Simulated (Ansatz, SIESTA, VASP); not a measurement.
**One calculation of As2S, 3 ways**

```
As S
1.0
    -3.50648    3.50648    2.48592
     3.50648   -3.50648    2.48592
     3.50648    3.50648   -2.48592
As S
4 2
Direct
  0.87500 0.12500 0.25000
  0.87500 0.62500 0.75000
  0.37500 0.12500 0.25000
  0.87500 0.12500 0.75000
  0.25000 0.75000 0.50000
  0.50000 0.50000 0.00000
```

The cell comes from a database or a generator and needn't be the stable form of this composition.

Alike in all runs: task single point; functional PBE; k mesh 7 × 7 × 7; occupations fermi-dirac, width 0.05 eV; no spin polarisation; no spin-orbit coupling. Pressure is positive in compression and, in plane waves, holds the error of the finite cutoff, which Ansatz's Pulay term estimates and takes out.

```tsv
program and potentials	plane-wave cutoff (eV)	notes	pressure (GPa)
Ansatz, Ansatz PAW	420	12 valence electrons an atom on average	?
VASP, PBE PAW files As, S, 520 eV	520	5.33 valence electrons an atom on average	0.43
SIESTA, files PseudoDojo sr-pbe-0.4.1-standard, DZP (energy shift 0.003 Ry; two zetas on semicore shells)	-	atomic basis; 12 valence electrons an atom on average	2.59
```

Question: Estimate from the other rows what the run with Ansatz, Ansatz PAW gave.

Answer: Pressure 0.38 GPa. The other rows, which needn't bracket it: pressure 0.43 to 2.59.
